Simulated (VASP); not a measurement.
# A VASP study of GePt (r2SCAN): structure first, properties next, part 3 of 5

Aim: relax GePt, then compute properties on the relaxed cell. The start is a cell from a database of measured crystal structures.

VASP 6.6.1; r2SCAN; plane waves and PAW (Ge_d, Pt).

So far. Step 3 (Second relaxation): It ends with a largest force of 0.005 eV/Å and a pressure of 0.02 GPa. The volume moved by under 0.01 %, so the volume is settled. Step 4 (Single point with fields (r2SCAN)): In this run the pressure is 0.00 GPa, small enough to go on. The relaxed cell has a, b, c = 5.760, 3.724, 6.122 Å (conventional setting).

## (5) Bands along the symmetry lines (r2SCAN)

Levels along the symmetry lines show where the bands peak and cross; KPOINTS_OPT computes them in the converged potential.

INCAR

```
SYSTEM = GePt
PREC = Accurate
ENCUT = 410
EDIFF = 1E-06
NELM = 100
ISMEAR = 0
SIGMA = 0.05
LREAL = .FALSE.
ALGO = Normal
METAGGA = R2SCAN
LASPH = .TRUE.
NBANDS = 71
LORBIT = 11
LWAVE = .FALSE.
LCHARG = .FALSE.
KPAR = 4
```

POSCAR

```
GePt
1.0
    5.7597635835      0.0000000000      0.0000000000
    0.0000000000      3.7237183874      0.0000000000
    0.0000000000      0.0000000000      6.1216618447
Ge Pt
4 4
Direct
    0.1870131780      0.2500000000      0.5878598857
    0.3129868220      0.7500000000      0.0878598857
    0.6870131780      0.2500000000      0.9121401143
    0.8129868220      0.7500000000      0.4121401143
    0.9973084321      0.2500000000      0.1936115873
    0.5026915679      0.7500000000      0.6936115873
    0.4973084321      0.2500000000      0.3063884127
    0.0026915679      0.7500000000      0.8063884127
```

KPOINTS

```
Automatic mesh
0
Gamma
5 7 5
0 0 0
```

KPOINTS_OPT

```
Line mode
12
Line-mode
Reciprocal
  0.00000000   0.00000000   0.00000000 GAMMA
  0.00000000  -0.50000000   0.00000000 X

  0.00000000  -0.50000000   0.00000000 X
 -0.50000000  -0.50000000   0.00000000 S

 -0.50000000  -0.50000000   0.00000000 S
 -0.50000000   0.00000000   0.00000000 Y

 -0.50000000   0.00000000   0.00000000 Y
  0.00000000   0.00000000   0.00000000 GAMMA

  0.00000000   0.00000000   0.00000000 GAMMA
  0.00000000   0.00000000  -0.50000000 Z

  0.00000000   0.00000000  -0.50000000 Z
  0.00000000  -0.50000000  -0.50000000 U

  0.00000000  -0.50000000  -0.50000000 U
 -0.50000000  -0.50000000  -0.50000000 R

 -0.50000000  -0.50000000  -0.50000000 R
 -0.50000000   0.00000000  -0.50000000 T

 -0.50000000   0.00000000  -0.50000000 T
  0.00000000   0.00000000  -0.50000000 Z

 -0.50000000   0.00000000   0.00000000 Y
 -0.50000000   0.00000000  -0.50000000 T

  0.00000000  -0.50000000  -0.50000000 U
  0.00000000  -0.50000000   0.00000000 X

 -0.50000000  -0.50000000   0.00000000 S
 -0.50000000  -0.50000000  -0.50000000 R
```

Potentials, in the order of the species: Ge_d and Pt (PBE family, release 64).

Command:

```console
$ mpirun -np 4 vasp_std
```

Log:

```text
[... set-up lines as in an earlier step ...]
 entering main loop
       N       E                     dE             d eps       ncg     rms          rms(c)
DAV:   1     0.879360898901E+03    0.87936E+03   -0.33982E+04  7351   0.313E+03
DAV:   2    -0.774374209133E+02   -0.95680E+03   -0.87180E+03  5120   0.904E+02
DAV:   3    -0.271509156862E+03   -0.19407E+03   -0.18446E+03  5376   0.197E+02
DAV:   4    -0.284146492093E+03   -0.12637E+02   -0.12485E+02  5929   0.591E+01
DAV:   5    -0.284467585406E+03   -0.32109E+00   -0.32092E+00  5671   0.988E+00    0.218E+01
DAV:   6    -0.265645686082E+03    0.18822E+02   -0.10709E+01  5470   0.171E+01    0.109E+01
DAV:   7    -0.265338057897E+03    0.30763E+00   -0.91060E-01  6091   0.617E+00    0.591E+00
DAV:   8    -0.265341243832E+03   -0.31859E-02   -0.11683E-01  6136   0.144E+00    0.119E+00
DAV:   9    -0.265327976738E+03    0.13267E-01   -0.37663E-02  5995   0.126E+00    0.180E-01
DAV:  10    -0.265328933908E+03   -0.95717E-03   -0.41714E-03  5761   0.292E-01    0.107E-01
DAV:  11    -0.265328934076E+03   -0.16735E-06   -0.17250E-04  6451   0.654E-02    0.584E-02
DAV:  12    -0.265328872017E+03    0.62059E-04   -0.62083E-05  5003   0.381E-02    0.758E-03
DAV:  13    -0.265328871357E+03    0.65985E-06   -0.64575E-06  5179   0.108E-02
   1 F= -.26532887E+03 E0= -.26532774E+03  d E =-.225399E-02
 Start KPOINTS_OPT (optional k-point list driver)
k-point batch [1-36\144]
       N       E                     dE             ncg
DAV:   1     0.267776034201E+05   -0.44547E+05     7405
DAV:   2    -0.778437256591E+04   -0.34562E+05     5120
DAV:   3    -0.147385888255E+05   -0.69542E+04     5382
DAV:   4    -0.151896676940E+05   -0.45108E+03     5898
DAV:   5    -0.152017830081E+05   -0.12115E+02     5769
DAV:   6    -0.152023025939E+05   -0.51959E+00     6559
DAV:   7    -0.152023208023E+05   -0.18208E-01     6193
DAV:   8    -0.152023215399E+05   -0.73762E-03     6577
DAV:   9    -0.152023215765E+05   -0.36595E-04     4247
DAV:  10    -0.152023215787E+05   -0.22188E-05     3501
DAV:  11    -0.152023215789E+05   -0.21899E-06     3263
[...]
k-point batch [109-144\144]
       N       E                     dE             ncg
DAV:   1     0.267465413272E+05   -0.56151E+05     7346
DAV:   2    -0.772939066704E+04   -0.34476E+05     5112
DAV:   3    -0.147301849462E+05   -0.70008E+04     5452
DAV:   4    -0.151854305445E+05   -0.45525E+03     5803
DAV:   5    -0.151975870077E+05   -0.12156E+02     5741
DAV:   6    -0.151981256552E+05   -0.53865E+00     6596
DAV:   7    -0.151981450906E+05   -0.19435E-01     6197
DAV:   8    -0.151981458722E+05   -0.78159E-03     6594
DAV:   9    -0.151981459127E+05   -0.40434E-04     4181
DAV:  10    -0.151981459154E+05   -0.27917E-05     3663
DAV:  11    -0.151981459157E+05   -0.24747E-06     3258
```

It took 12 min on 4 MPI ranks of AMD EPYC 7R43, shared host; peak memory 1.6 GiB.

Parts of OUTCAR (step 5):

```text
   k-points           NKPTS =     36   k-points in BZ     NKDIM =     36   number of bands    NBANDS=     71

   NELECT =      96.0000    total number of electrons

 E-fermi :   9.4073

 k-point     1 :       0.0000    0.0000    0.0000
  band No.  band energies     occupation
    ...
     44       6.5886      2.00000
     45       6.7911      2.00000
     46       7.8493      2.00000
     47       7.8810      2.00000
     48       8.4142      2.00000
     49      10.1592      0.00000
     50      10.4566      0.00000
     51      12.4715      0.00000
     52      12.8485      0.00000
     53      12.9436      0.00000
    ...

  Total        0.0266328     -0.0068381      0.0143871      0.0000000      0.0000000      0.0000000
  in kB        0.3249943     -0.0834441      0.1755626      0.0000000      0.0000000      0.0000000
  external PRESSURE =       0.1390376 kB  Pullay stress =       0.0000000 kB

 POSITION                                       TOTAL-FORCE (eV/Angst)
 -----------------------------------------------------------------------------------
      1.07715      0.93093      3.59868         0.004131      0.000000     -0.002177
      1.80273      2.79279      0.53785        -0.004131      0.000000     -0.002177
      3.95703      0.93093      5.58381         0.004131     -0.000000      0.002177
      4.68261      2.79279      2.52298        -0.004131     -0.000000      0.002177
      5.74426      0.93093      1.18522         0.001824     -0.000000      0.002695
      2.89538      2.79279      4.24606        -0.001824     -0.000000      0.002695
      2.86438      0.93093      1.87561         0.001824     -0.000000     -0.002695
      0.01550      2.79279      4.93644        -0.001824     -0.000000     -0.002695
 -----------------------------------------------------------------------------------
    total drift:                               -0.000000     -0.000000     -0.000000

  FREE ENERGIE OF THE ION-ELECTRON SYSTEM (eV)
  ---------------------------------------------------
  free  energy   TOTEN  =      -265.3288713572 eV

  energy  without entropy=     -265.3266173628  energy(sigma->0) =     -265.32774436

[... 9 parts as in an earlier step ...]

[... 7 further parts left out ...]
```

Spin-orbit coupling is off here; with elements this heavy it splits and shifts levels by tenths of an eV or more.

Numbers from this step:

```yaml
scf_cycles: 13
bands: 71
pressure: 0.01390 GPa
```

Electronic bands along the path, in eV, zero at the Fermi level; # counts the bands kept, so #1 is VASP's band 25:

```
          point    #21    #22    #23    #24    #25    #26   #27   #28
              Γ  -2.62  -1.56  -1.53  -0.99   0.75   1.05  3.06  3.44
0.45 of the way  -2.44  -1.24  -1.18  -0.71   0.72   0.95  1.27  2.15
              X  -2.71  -2.71  -1.69  -1.69  -0.15  -0.15  2.27  2.27
0.55 of the way  -2.33  -2.33  -1.82  -1.82   0.21   0.21  1.32  1.32
              S  -1.97  -1.97  -1.97  -1.97   0.64   0.64  0.64  0.64
0.45 of the way  -1.83  -1.83  -1.18  -1.18   0.65   0.65  1.77  1.77
              Y  -2.64  -2.64   0.06   0.06   1.33   1.33  2.52  2.52
0.45 of the way  -2.78  -2.11  -0.82  -0.37   1.32   2.10  2.23  3.03
              Γ  -2.62  -1.56  -1.53  -0.99   0.75   1.05  3.06  3.44
0.55 of the way  -2.14  -1.79  -0.81  -0.40   1.16   1.39  2.36  2.56
              Z  -1.94  -1.94  -0.02  -0.02   1.05   1.05  2.10  2.10
0.45 of the way  -1.91  -1.91  -0.98  -0.98   0.59   0.59  2.45  2.45
              U  -2.61  -2.61  -2.27  -2.27   0.52   0.52  1.18  1.18
0.45 of the way  -2.66  -2.66  -2.58  -2.58   1.46   1.46  1.63  1.63
              R  -2.63  -2.63  -2.63  -2.63   2.61   2.61  2.61  2.61
0.45 of the way  -1.36  -1.36  -0.91  -0.91   0.69   0.69  1.81  1.81
              T  -1.35  -1.35   0.76   0.76   1.92   1.92  2.70  2.70
0.55 of the way  -1.60  -1.60  -0.06  -0.06   1.51   1.51  2.11  2.11
              Z  -1.94  -1.94  -0.02  -0.02   1.05   1.05  2.10  2.10
      jump to Y  -2.64  -2.64   0.06   0.06   1.33   1.33  2.52  2.52
0.45 of the way  -2.27  -2.27   0.38   0.38   1.76   1.76  2.10  2.10
              T  -1.35  -1.35   0.76   0.76   1.92   1.92  2.70  2.70
      jump to U  -2.61  -2.61  -2.27  -2.27   0.52   0.52  1.18  1.18
0.45 of the way  -2.53  -2.53  -2.10  -2.10   0.08   0.08  1.13  1.13
              X  -2.71  -2.71  -1.69  -1.69  -0.15  -0.15  2.27  2.27
      jump to S  -1.97  -1.97  -1.97  -1.97   0.64   0.64  0.64  0.64
```

Of the projections kept (Ge, Pt), the largest for each band there; the rest of the weight can lie on other orbitals:

```
point      #21      #22      #23      #24      #25      #26      #27      #28
    Γ  Pt 0.66  Ge 0.59  Pt 0.79  Pt 0.88  Pt 0.82  Pt 0.62  Ge 0.66  Ge 0.74
    X  Pt 0.87  Pt 0.87  Pt 0.73  Pt 0.73  Pt 0.85  Pt 0.85  Pt 0.58  Pt 0.58
    S  Pt 0.83  Pt 0.83  Pt 0.83  Pt 0.83  Pt 0.74  Pt 0.74  Pt 0.74  Pt 0.74
    Y  Pt 0.98  Pt 0.98  Pt 0.56  Pt 0.56  Pt 0.55  Pt 0.55  Ge 0.54  Ge 0.54
    Γ  Pt 0.66  Ge 0.59  Pt 0.79  Pt 0.88  Pt 0.82  Pt 0.62  Ge 0.66  Ge 0.74
    Z  Pt 0.74  Pt 0.74  Pt 0.80  Pt 0.80  Pt 0.57  Pt 0.57  Ge 0.60  Ge 0.60
```

There is no gap at this level.

## (6) Total and projected DOS (r2SCAN)

A density of states needs more k-points than a total energy; ISMEAR = -5 takes tetrahedra, and LORBIT projects the states on the PAW spheres. The mesh is finer than in the run before.

Edit INCAR of step 5 so:

```diff
@@ -5,3 +5,3 @@
 NELM = 100
-ISMEAR = 0
+ISMEAR = -5
 SIGMA = 0.05
@@ -16 +16,2 @@
 KPAR = 4
+NEDOS = 2001
```

POSCAR is that of step 5.

KPOINTS

```
Automatic mesh
0
Gamma
7 11 7
0 0 0
```

Command:

```console
$ mpirun -np 4 vasp_std
```

Log:

```text
[... set-up lines as in an earlier step ...]
 entering main loop
       N       E                     dE             d eps       ncg     rms          rms(c)
DAV:   1     0.869470113173E+03    0.86947E+03   -0.34159E+04 19572   0.314E+03
DAV:   2    -0.778897561175E+02   -0.94736E+03   -0.86339E+03 13648   0.902E+02
DAV:   3    -0.271599516359E+03   -0.19371E+03   -0.18368E+03 14489   0.197E+02
DAV:   4    -0.284149888459E+03   -0.12550E+02   -0.12405E+02 15811   0.589E+01
DAV:   5    -0.284466614759E+03   -0.31673E+00   -0.31660E+00 15104   0.984E+00    0.217E+01
DAV:   6    -0.265651390655E+03    0.18815E+02   -0.10749E+01 14656   0.172E+01    0.110E+01
DAV:   7    -0.265330065379E+03    0.32133E+00   -0.91691E-01 16053   0.624E+00    0.592E+00
DAV:   8    -0.265333310914E+03   -0.32455E-02   -0.11830E-01 16402   0.145E+00    0.120E+00
DAV:   9    -0.265320425703E+03    0.12885E-01   -0.37866E-02 15929   0.127E+00    0.183E-01
DAV:  10    -0.265321496893E+03   -0.10712E-02   -0.42487E-03 15200   0.290E-01    0.111E-01
DAV:  11    -0.265321472060E+03    0.24832E-04   -0.18170E-04 17640   0.694E-02    0.576E-02
DAV:  12    -0.265321385050E+03    0.87011E-04   -0.59607E-05 13260   0.373E-02    0.795E-03
DAV:  13    -0.265321381119E+03    0.39309E-05   -0.62422E-06 13787   0.105E-02    0.200E-03
DAV:  14    -0.265321380576E+03    0.54305E-06   -0.22865E-07  8643   0.303E-03
   1 F= -.26532138E+03 E0= -.26532138E+03  d E =0.000000E+00
 -----------------------------------------------------------------------------
|                                                                             |
|           W    W    AA    RRRRR   N    N  II  N    N   GGGG   !!!           |
|           W    W   A  A   R    R  NN   N  II  NN   N  G    G  !!!           |
|           W    W  A    A  R    R  N N  N  II  N N  N  G       !!!           |
|           W WW W  AAAAAA  RRRRR   N  N N  II  N  N N  G  GGG   !            |
|           WW  WW  A    A  R   R   N   NN  II  N   NN  G    G                |
|           W    W  A    A  R    R  N    N  II  N    N   GGGG   !!!           |
|                                                                             |
|     Tetrahedron method does not include variations of the Fermi             |
|     occupations, so forces and stress will be inaccurate. We suggest        |
|     using a different smearing scheme ISMEAR = 1 or 2 for metals in         |
|     relaxations.                                                            |
|                                                                             |
 -----------------------------------------------------------------------------
```

The job ended after 11 min (4 MPI ranks; peak memory 2 GiB).

OUTCAR, selected parts (step 6):

```text
   k-points           NKPTS =     96   k-points in BZ     NKDIM =     96   number of bands    NBANDS=     71

   NELECT =      96.0000    total number of electrons

 E-fermi :   9.4468

 k-point     1 :       0.0000    0.0000    0.0000
  band No.  band energies     occupation
    ...
     44       6.5869      2.00000
     45       6.7898      2.00000
     46       7.8491      2.00000
     47       7.8806      2.00000
     48       8.4131      2.00000
     49      10.1581      0.00000
     50      10.4564      0.00000
     51      12.4711      0.00000
     52      12.8490      0.00000
     53      12.9437      0.00000
    ...

  Total        0.2334557     -0.1685785     -0.2094264      0.0000000      0.0000000      0.0000000
  in kB        2.8488152     -2.0571309     -2.5555896      0.0000000      0.0000000      0.0000000
  external PRESSURE =      -0.5879684 kB  Pullay stress =       0.0000000 kB

 POSITION                                       TOTAL-FORCE (eV/Angst)
 -----------------------------------------------------------------------------------
      1.07715      0.93093      3.59868        -0.002992      0.000000     -0.009295
      1.80273      2.79279      0.53785         0.002992     -0.000000     -0.009295
      3.95703      0.93093      5.58381        -0.002992      0.000000      0.009295
      4.68261      2.79279      2.52298         0.002992      0.000000      0.009295
      5.74426      0.93093      1.18522         0.007345      0.000000     -0.016042
      2.89538      2.79279      4.24606        -0.007345      0.000000     -0.016042
      2.86438      0.93093      1.87561         0.007345      0.000000      0.016042
      0.01550      2.79279      4.93644        -0.007345      0.000000      0.016042
 -----------------------------------------------------------------------------------
    total drift:                               -0.000000     -0.000000     -0.000000

  FREE ENERGIE OF THE ION-ELECTRON SYSTEM (eV)
  ---------------------------------------------------
  free  energy   TOTEN  =      -265.3213805755 eV

  energy  without entropy=     -265.3213805755  energy(sigma->0) =     -265.32138058

[... 7 parts as in an earlier step ...]

[... 9 further parts left out ...]
```

With tetrahedra the forces and stress of a metal are not exact derivatives of the energy.

This step gave:

```yaml
scf_cycles: 14
irreducible_k_points: 96
free_energy_toten: -265.3214 eV
fermi_energy: 9.447 eV
pressure: -0.05880 GPa
dos_at_the_fermi_level: 1.721 states/eV/cell
```

The density of states has structure finer than the step of the table below, so its rows give means over 0.5 eV, whole bins alone (the curve runs from -12.0 to 3.26 eV). Peaks (eV: height): total -5.69: 14.6, -5.35: 13.7, -4.47: 13.1, -3.31: 14.7; Pt d -5.69: 10.2, -5.35: 9.74, -4.47: 9.48, -3.31: 12.2; Ge p -6.84: 1.11, -5.69: 1.47, -5.42: 1.20, -5.01: 0.948; Pt p -9.96: 0.510, -4.94: 0.450, -4.47: 0.49, -1.76: 0.606; Pt s -10.16: 0.314, -6.84: 0.740, -5.69: 0.352, -3.25: 0.298.

States under -12.0 eV and over 3.3 eV are left out. The density of states by energy, zero at the Fermi level; means over each step; values in states/eV/cell:

```
energy (eV)   total     Pt d    Ge p     Pt p    Pt s     Ge s
      -11.5    1.71   0.0839  0.0372   0.0932   0.240    0.764
      -11.0    1.88    0.171  0.0425    0.102   0.207    0.856
      -10.5    2.59    0.357  0.0541    0.130   0.243     1.18
      -10.0    5.90     1.13  0.0677    0.331   0.236     2.87
       -9.5    1.03    0.168  0.0170   0.0802  0.0352    0.505
       -9.0  0.0246  0.00135  4.3e-4  0.00306  6.4e-4   0.0128
       -8.5       0        0       0        0       0        0
       -8.0   0.189   0.0571  0.0328  0.00319  0.0403  0.00613
       -7.5    2.52    0.769   0.433   0.0662   0.517   0.0761
       -7.0    4.85     1.91   0.830    0.146   0.666    0.124
       -6.5    5.34     2.43   0.869    0.209   0.492   0.0959
       -6.0    6.26     3.90   0.793    0.161   0.235   0.0696
       -5.5    12.0     8.42    1.08    0.322   0.276   0.0740
       -5.0    8.93     6.31   0.768    0.346   0.151   0.0628
       -4.5    9.76     7.10   0.699    0.361   0.136   0.0780
       -4.0    10.2     7.64   0.651    0.389   0.142   0.0656
       -3.5    9.59     7.62   0.425    0.286   0.182   0.0503
       -3.0    9.18     7.58   0.318    0.220   0.210   0.0655
       -2.5    4.11     2.87   0.295    0.260  0.0969   0.0735
       -2.0    4.84     2.75   0.534    0.479   0.138    0.160
       -1.5    3.45     1.48   0.573    0.476   0.105    0.120
       -1.0    1.82    0.919   0.254    0.185  0.0789   0.0776
       -0.5    2.05     1.07   0.257    0.153   0.111    0.147
        0.0    1.97    0.959   0.272    0.148  0.0973    0.183
        0.5    2.70     1.19   0.400    0.197   0.167    0.293
        1.0    3.15     1.19   0.519    0.246   0.246    0.338
        1.5    3.40     1.16   0.641    0.283   0.261    0.324
        2.0    3.41    0.989   0.771    0.318   0.235    0.271
        2.5    3.11    0.802   0.744    0.285   0.232    0.243
        3.0    3.13    0.749   0.780    0.260   0.311    0.184
```

The finer mesh and the other smearing move the Fermi level by +0.04 eV from the 5×7×5 run, a small shift, which tests the Fermi level alone. Of the states within 0.3 eV of the Fermi level, the largest shares in the PAW spheres are Pt d 49 %, Ge p 14 % and Ge s 9 %. The rest lies in smaller channels or between the spheres.

(Part 3 of 5 ends here.)

[Lines on the potential files, build, host, timing and source positions are cut from VASP's logs without a mark.]

[Logs are printed without paths, hosts, clocks, repeated set-up lines and the standing remarks that a program may print on its own settings, such as how far it seeks lower states.]

[Hosts, paths, dates, database ids (printed as entryN), source tags and the programs' standing remarks are cut or masked in the printed files.]

[A measured line is paired with the nearest computed mode of its activity, which favours agreement.]
